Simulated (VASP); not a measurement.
Consider the following.

```xyz
4
Lattice="3.5339 0.0000 0.0000 0.0000 3.5339 0.0000 0.0000 0.0000 3.5339" Properties=species:S:1:pos:R:3 pbc="T T T"
Al     0.0000     0.0000     0.0000
Ni     0.0000     1.7670     1.7670
Ni     1.7670     0.0000     1.7670
Ni     1.7670     1.7670     0.0000
```
Starting moments (μB, in the order of the record's atoms Al Ni Ni Ni): 0.0 0.2 0.2 0.2.

The numbers are results of PW91 GGA, VASP's PBE PAW potentials (set 64) (plane waves; VASP 6.6.1), not measurements. Settings: 520 eV cut-off, 9×9×9 Γ-centred mesh, first-order Methfessel-Paxton smearing of 0.10 eV, potentials Al Ni.

Problem. Give the stress tensor in GPa (positive for a compressed cell).

Solution. 
```
5.24  0.00  0.00
0.00  5.24  0.00
0.00  0.00  5.24
```
The pressure is its mean diagonal, 5.24 GPa.

The compound is Ni3Al in the L1_2 structure. This cell is one point of a volume scan, at 0.97 of the reference volume.
